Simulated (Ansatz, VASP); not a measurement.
# Si2W: VASP beside Ansatz

Wanted: the spread between two codes on one cell, functional and k mesh. The cell is taken from a series of runs on this material, whose earlier steps may have relaxed, scaled, displaced or heated it; both programs get it as it stands.

Calculated with Ansatz 0.2.0; plane waves, with VASP 6.6.1 beside it; zone-centre phonons at LDA.

**1. Starting point**

It takes space group I4/mmm (No. 139, tetragonal). The conventional cell has a = 3.092 Å, b = 3.092 Å, c = 7.591 Å, α = 90.00°, β = 90.00°, γ = 90.00°. Si has 5 W at 2.53 Å and 5 Si at 2.53 Å nearest. Nearest to W lie 10 Si at 2.53 Å. Farther neighbours are not listed.

**2. VASP: zone-centre phonons, LDA**

Second derivatives magnify differences that forces hide, and they need a tight electronic threshold.

Lines of VASP's logs that name or quote its potential files are left out, and so is its time.

The input, INCAR:

```
SYSTEM = Si2W
PREC = Accurate
ENCUT = 600
EDIFF = 1E-08
NELM = 120
ISMEAR = 1
SIGMA = 0.2
LREAL = .FALSE.
ALGO = Normal
GGA = CA
NBANDS = 13
LASPH = .TRUE.
LORBIT = 11
LWAVE = .FALSE.
LCHARG = .FALSE.
ISIF = 2
IBRION = 8
GGA_COMPAT = .FALSE.
KPAR = 2
```

The input, POSCAR:

```
Si2W
1.0
   -1.5459664296      1.5459664296      3.7955794600
    1.5459664296     -1.5459664296      3.7955794600
    1.5459664296      1.5459664296     -3.7955794600
Si W
2 1
Direct
    0.3334081378      0.3334081378      0.0000000000
    0.6665918622      0.6665918622      0.0000000000
    0.0000000000      0.0000000000      0.0000000000
```

The input, KPOINTS:

```
Automatic mesh
0
Gamma
20 20 20
0 0 0
```

The projector-augmented-wave data sets are Si and W (LDA family, release 64).

Run with:

```bash
$ mpirun -np 2 vasp_std
```

Numbers of over 12 decimals in the logs are rounded to 6 here.

The log of the run:

```text
[banner, memory and clock lines left out]
running    2 mpi-ranks, on    1 nodes
 distrk:  each k-point on    1 cores,    2 groups
 distr:  one band on    1 cores,    1 groups

 POSCAR found type information on POSCAR SiW
 POSCAR found :  2 types and       3 ions
 LDA part: xc-table for (Slater(with rela. corr.)+CA(PZ))
 , standard interpolation
 POSCAR, INCAR and KPOINTS ok, starting setup
 FFT: planning ... GRIDC
 FFT: planning ... GRID_SOFT
 FFT: planning ... GRID
 WAVECAR not read
 entering main loop
       N       E                     dE             d eps       ncg     rms          rms(c)
DAV:   1     0.341062613803E+02    0.34106E+02   -0.67691E+03 16666   0.107E+03
DAV:   2    -0.254089259049E+02   -0.59515E+02   -0.54454E+02 20515   0.201E+02
DAV:   3    -0.280087931487E+02   -0.25999E+01   -0.25339E+01 22437   0.349E+01
DAV:   4    -0.280380677433E+02   -0.29275E-01   -0.29236E-01 19726   0.407E+00
DAV:   5    -0.280384097638E+02   -0.34202E-03   -0.34187E-03 23135   0.414E-01    0.305E+01
DAV:   6    -0.273849258522E+02    0.65348E+00   -0.14167E+00 22620   0.768E+00    0.138E+01
DAV:   7    -0.272430367932E+02    0.14189E+00   -0.14013E-01 19105   0.256E+00    0.507E+00
DAV:   8    -0.272250675118E+02    0.17969E-01   -0.22699E-02 21750   0.111E+00    0.455E-01
DAV:   9    -0.272248658741E+02    0.20164E-03   -0.94650E-04 20005   0.223E-01    0.259E-01
DAV:  10    -0.272248156467E+02    0.50227E-04   -0.23158E-04 21072   0.898E-02    0.768E-02
DAV:  11    -0.272248072502E+02    0.83966E-05   -0.30929E-05 20037   0.372E-02    0.201E-02
DAV:  12    -0.272248073383E+02   -0.88098E-07   -0.99017E-07 21028   0.769E-03    0.107E-02
DAV:  13    -0.272248072937E+02    0.44514E-07   -0.14017E-07 20607   0.251E-03    0.135E-03
DAV:  14    -0.272248072926E+02    0.11498E-08   -0.62906E-09 12603   0.611E-04
   1 F= -.27224807E+02 E0= -.27224867E+02  d E =0.179057E-03
 Linear response reoptimize wavefunctions to high precision
DAV:   1    -0.272248072927E+02   -0.86857E-10   -0.82520E-10 15350   0.266E-04
 Linear response DOF=           4
 Linear response progress:
  Degree of freedom:   1/  4
       N       E                     dE             d eps       ncg     rms          rms(c)
RMM:   1    -0.188384955161E-01   -0.18838E-01    0.14078E-02133376   0.939E-01
RMM:   2    -0.173655023637E-01    0.14730E-02   -0.72616E-04 87834   0.218E-01    0.108E-01
RMM:   3    -0.174297756334E-01   -0.64273E-04   -0.19045E-04 88756   0.702E-02    0.578E-02
RMM:   4    -0.176256507817E-01   -0.19588E-03   -0.11601E-04 88274   0.525E-02    0.131E-02
RMM:   5    -0.176177472793E-01    0.79035E-05   -0.20091E-06 91995   0.100E-02    0.134E-03
RMM:   6    -0.176234138224E-01   -0.56665E-05   -0.26577E-07 93415   0.170E-03    0.796E-04
RMM:   7    -0.176234023917E-01    0.11431E-07    0.70906E-09 94518   0.361E-04    0.731E-05
RMM:   8    -0.176237962126E-01   -0.39382E-06   -0.48190E-09 96286   0.111E-04    0.159E-05
RMM:   9    -0.176237933326E-01    0.28800E-08    0.28344E-09 99637   0.279E-05    0.235E-06
 first order change of Fermi-energy   0.15983E-04
 force on displaced ion       1 direction 1 : -12.202   0.000  -0.000
 Linear response progress:
  Degree of freedom:   2/  4
       N       E                     dE             d eps       ncg     rms          rms(c)
RMM:   1    -0.272614094342E-01   -0.27261E-01    0.36505E-02 41243   0.117E+00
RMM:   2    -0.241945403985E-01    0.30669E-02   -0.11945E-03 26716   0.284E-01    0.173E-01
RMM:   3    -0.241319523703E-01    0.62588E-04   -0.71389E-04 26592   0.128E-01    0.118E-01
RMM:   4    -0.242370472996E-01   -0.10509E-03   -0.77189E-05 27777   0.433E-02    0.499E-02
RMM:   5    -0.242955402600E-01   -0.58493E-04   -0.63708E-06 27811   0.125E-02    0.136E-02
RMM:   6    -0.243016723953E-01   -0.61321E-05   -0.55141E-07 28138   0.354E-03    0.211E-03
RMM:   7    -0.243003085793E-01    0.13638E-05   -0.23758E-08 28636   0.128E-03    0.634E-04
RMM:   8    -0.243006394400E-01   -0.33086E-06    0.80358E-09 29683   0.227E-04    0.104E-04
RMM:   9    -0.243008201299E-01   -0.18069E-06   -0.38747E-09 29351   0.687E-05    0.159E-05
RMM:  10    -0.243008210381E-01   -0.90820E-09    0.48060E-09 30725   0.213E-05    0.519E-06
 first order change of Fermi-energy  -0.40580E+00
 force on displaced ion       1 direction 3 :   0.000   0.000 -18.407
 Linear response progress:
  Degree of freedom:   3/  4
       N       E                     dE             d eps       ncg     rms          rms(c)
RMM:   1    -0.124288789808E+00   -0.12429E+00   -0.10722E-01 59302   0.182E+00
RMM:   2    -0.123019992920E+00    0.12688E-02   -0.14156E-03 47140   0.259E-01    0.159E-01
RMM:   3    -0.122685819596E+00    0.33417E-03   -0.20287E-04 48361   0.808E-02    0.896E-02
RMM:   4    -0.122849553540E+00   -0.16373E-03   -0.24309E-04 48053   0.909E-02    0.128E-02
RMM:   5    -0.122846871602E+00    0.26819E-05   -0.77885E-06 51154   0.178E-02    0.340E-03
RMM:   6    -0.122854671055E+00   -0.77995E-05   -0.13377E-07 51210   0.227E-03    0.946E-04
RMM:   7    -0.122854941127E+00   -0.27007E-06   -0.92261E-09 52577   0.557E-04    0.105E-04
RMM:   8    -0.122854891144E+00    0.49983E-07   -0.40036E-09 53115   0.127E-04    0.297E-05
RMM:   9    -0.122854703750E+00    0.18739E-06   -0.18724E-09 54489   0.464E-05    0.459E-06
RMM:  10    -0.122854683016E+00    0.20734E-07   -0.53932E-09 55167   0.245E-05    0.221E-06
RMM:  11    -0.122854693287E+00   -0.10272E-07   -0.26687E-09 52264   0.210E-05    0.167E-07
RMM:  12    -0.122854694395E+00   -0.11075E-08    0.40658E-10 45216   0.190E-05    0.527E-08
 first order change of Fermi-energy  -0.75254E-03
 force on displaced ion       3 direction 1 : -15.607  -0.000  -0.000
 Linear response progress:
  Degree of freedom:   4/  4
       N       E                     dE             d eps       ncg     rms          rms(c)
RMM:   1    -0.142661207670E+00   -0.14266E+00   -0.13194E-01 32197   0.188E+00
RMM:   2    -0.137853214184E+00    0.48080E-02   -0.21924E-03 25777   0.318E-01    0.191E-01
RMM:   3    -0.137180926501E+00    0.67229E-03   -0.92666E-04 26888   0.146E-01    0.999E-02
RMM:   4    -0.137263293145E+00   -0.82367E-04   -0.26919E-04 26939   0.907E-02    0.313E-02
RMM:   5    -0.137349358572E+00   -0.86065E-04   -0.44748E-05 26608   0.403E-02    0.693E-03
RMM:   6    -0.137363208156E+00   -0.13850E-04   -0.73101E-07 29068   0.532E-03    0.199E-03
RMM:   7    -0.137357873621E+00    0.53345E-05   -0.94142E-08 27859   0.151E-03    0.231E-04
RMM:   8    -0.137359021859E+00   -0.11482E-05   -0.51795E-09 29094   0.343E-04    0.905E-05
RMM:   9    -0.137359091874E+00   -0.70015E-07   -0.40303E-09 30130   0.752E-05    0.507E-05
RMM:  10    -0.137359088273E+00    0.36013E-08   -0.29759E-09 29580   0.421E-05    0.380E-06
 first order change of Fermi-energy   0.48475E-03
 force on displaced ion       3 direction 3 :  -0.000  -0.000 -21.075
 Linear response finished
```

OUTCAR, selected parts (step 2):

```text
ion  position               nearest neighbor table
   1  0.333  0.333  0.000-   3 2.53   3 2.53   3 2.53   3 2.53   2 2.53   2 2.53   2 2.53   2 2.53
                             2 2.53   3 2.53
   2  0.667  0.667  0.000-   3 2.53   3 2.53   3 2.53   3 2.53   1 2.53   1 2.53   1 2.53   1 2.53
                             1 2.53   3 2.53
   3  0.000  0.000  0.000-   2 2.53   1 2.53   2 2.53   1 2.53   2 2.53   1 2.53   1 2.53   2 2.53
                             1 2.53   2 2.53

  LATTYP: Found a body centered tetragonal cell.
 ALAT       =     3.0919328592
 C/A-ratio  =     2.4551499873

 Subroutine GETGRP returns: Found 16 space group operations
 (whereof 16 operations were pure point group operations)

The static configuration has the point symmetry D_4h.

 Found    641 irreducible k-points:

   k-points           NKPTS =    641   k-points in BZ     NKDIM =    641   number of bands    NBANDS=     13

   dimension x,y,z NGX =    36 NGY =   36 NGZ =   36
   dimension x,y,z NGXF=    72 NGYF=   72 NGZF=   72

   ENCUT  =  600.0 eV  44.10 Ry    6.64 a.u.   8.75  8.75  8.75*2*pi/ulx,y,z

   NELECT =      14.0000    total number of electrons

 k-points in reciprocal lattice and weights: Automatic mesh
   0.00000000  0.00000000  0.00000000       0.000
   0.05000000  0.00000000  0.00000000       0.001
   0.10000000 -0.00000000  0.00000000       0.001
   0.15000000  0.00000000  0.00000000       0.001
   0.20000000 -0.00000000  0.00000000       0.001
   0.25000000  0.00000000  0.00000000       0.001
   0.30000000  0.00000000  0.00000000       0.001
   0.35000000  0.00000000  0.00000000       0.001
   0.40000000  0.00000000  0.00000000       0.001
[...]
-0.45000000 -0.45000000  0.45000000       0.000
   0.50000000  0.50000000  0.50000000       0.000

 average (electrostatic) potential at core
       1 -79.2711       2 -79.2711       3 -33.3917

  Total        5.5876450      5.5876450      5.6335216      0.0000000      0.0000000      0.0000000
  in kB      246.7182005    246.7182005    248.7438478      0.0000000      0.0000000      0.0000000
  external PRESSURE =     247.3934163 kB  Pullay stress =       0.0000000 kB

  energy-cutoff  :      600.00
  volume of cell :       36.29
      direct lattice vectors                 reciprocal lattice vectors
    -1.545966430  1.545966430  3.795579460     0.000000000  0.323422288  0.131732191
     1.545966430 -1.545966430  3.795579460     0.323422288  0.000000000  0.131732191
     1.545966430  1.545966430 -3.795579460     0.323422288  0.323422288  0.000000000

 POSITION                                       TOTAL-FORCE (eV/Angst)
 -----------------------------------------------------------------------------------
      0.00000      0.00000      2.53095         0.000000      0.000000     -0.020710
      0.00000      0.00000      5.06020        -0.000000     -0.000000      0.020710
      0.00000      0.00000      0.00000         0.000000      0.000000      0.000000
 -----------------------------------------------------------------------------------
    total drift:                               -0.000000     -0.000000      0.000000

 Eigenvectors and eigenvalues of the dynamical matrix
 ----------------------------------------------------

   1 f  =   15.121378 THz    95.010422 2PiTHz  504.394888 cm-1    62.536968 meV
             X         Y         Z           dx          dy          dz
      0.000000  0.000000  2.530954     0.000000   -0.000000    0.707107
      0.000000  0.000000  5.060205     0.000000    0.000000   -0.707107
      0.000000  0.000000  0.000000    -0.000000   -0.000000    0.000000

   2 f  =   12.019012 THz    75.517678 2PiTHz  400.911080 cm-1    49.706616 meV
             X         Y         Z           dx          dy          dz
      0.000000  0.000000  2.530954     0.137347   -0.693639   -0.000000
      0.000000  0.000000  5.060205    -0.137347    0.693639    0.000000
      0.000000  0.000000  0.000000     0.000000    0.000000    0.000000

   3 f  =   12.019012 THz    75.517678 2PiTHz  400.911080 cm-1    49.706616 meV
             X         Y         Z           dx          dy          dz
      0.000000  0.000000  2.530954    -0.693639   -0.137347   -0.000000
      0.000000  0.000000  5.060205     0.693639    0.137347    0.000000
      0.000000  0.000000  0.000000     0.000000   -0.000000    0.000000

   4 f  =   10.941514 THz    68.747557 2PiTHz  364.969608 cm-1    45.250444 meV
             X         Y         Z           dx          dy          dz
      0.000000  0.000000  2.530954    -0.000000   -0.000000   -0.618862
      0.000000  0.000000  5.060205    -0.000000   -0.000000   -0.618862
      0.000000  0.000000  0.000000    -0.000000    0.000000    0.483755

   5 f  =    9.415405 THz    59.158733 2PiTHz  314.064099 cm-1    38.938968 meV
             X         Y         Z           dx          dy          dz
      0.000000  0.000000  2.530954     0.618856   -0.000000   -0.000000
      0.000000  0.000000  5.060205     0.618856    0.000000    0.000000
      0.000000  0.000000  0.000000    -0.483770   -0.000000    0.000000

   6 f  =    9.415405 THz    59.158733 2PiTHz  314.064099 cm-1    38.938968 meV
             X         Y         Z           dx          dy          dz
      0.000000  0.000000  2.530954     0.000000   -0.618856    0.000000
      0.000000  0.000000  5.060205     0.000000   -0.618856    0.000000
      0.000000  0.000000  0.000000     0.000000    0.483770   -0.000000

   7 f/i=    0.000042 THz     0.000266 2PiTHz    0.001411 cm-1     0.000175 meV
             X         Y         Z           dx          dy          dz
      0.000000  0.000000  2.530954    -0.000000   -0.000000    0.342066
      0.000000  0.000000  5.060205    -0.000000   -0.000000    0.342066
      0.000000  0.000000  0.000000    -0.000000   -0.000001    0.875203

   8 f/i=    0.000127 THz     0.000799 2PiTHz    0.004240 cm-1     0.000526 meV
             X         Y         Z           dx          dy          dz
      0.000000  0.000000  2.530954    -0.342073   -0.001685   -0.000000
      0.000000  0.000000  5.060205    -0.342073   -0.001685   -0.000000
      0.000000  0.000000  0.000000    -0.875184   -0.004312   -0.000000

   9 f/i=    0.000127 THz     0.000799 2PiTHz    0.004240 cm-1     0.000526 meV
             X         Y         Z           dx          dy          dz
      0.000000  0.000000  2.530954     0.001685   -0.342073   -0.000000
      0.000000  0.000000  5.060205     0.001685   -0.342073   -0.000000
      0.000000  0.000000  0.000000     0.004312   -0.875184   -0.000001

 ELASTIC MODULI CONTR FROM IONIC RELAXATION (kBar)
 Direction    XX          YY          ZZ          XY          YZ          ZX
 --------------------------------------------------------------------------------
 XX         -51.8096    -51.8096    -13.4075      0.0000     -0.0000     -0.0000
 YY         -51.8096    -51.8096    -13.4075      0.0000     -0.0000     -0.0000
 ZZ         -13.4075    -13.4075     -3.4697      0.0000     -0.0000     -0.0000
 XY           0.0000      0.0000      0.0000      0.0000      0.0000      0.0000
 YZ          -0.0000     -0.0000     -0.0000      0.0000    -64.2838      0.0000
 ZX          -0.0000     -0.0000     -0.0000      0.0000      0.0000    -32.9361
 --------------------------------------------------------------------------------
```

The data set W keeps the semicore shell frozen, which is cheaper and a little less accurate.

[end of part 1 of 2]

[Lines on the potential files, build, host, timing and source positions are cut from VASP's logs without a mark.]

[Logs are printed without paths, hosts, clocks, repeated set-up lines and the standing remarks that a program may print on its own settings, such as how far it seeks lower states.]

[Hosts, paths, dates, database ids (printed as entryN), source tags and the programs' standing remarks are cut or masked in the printed files.]
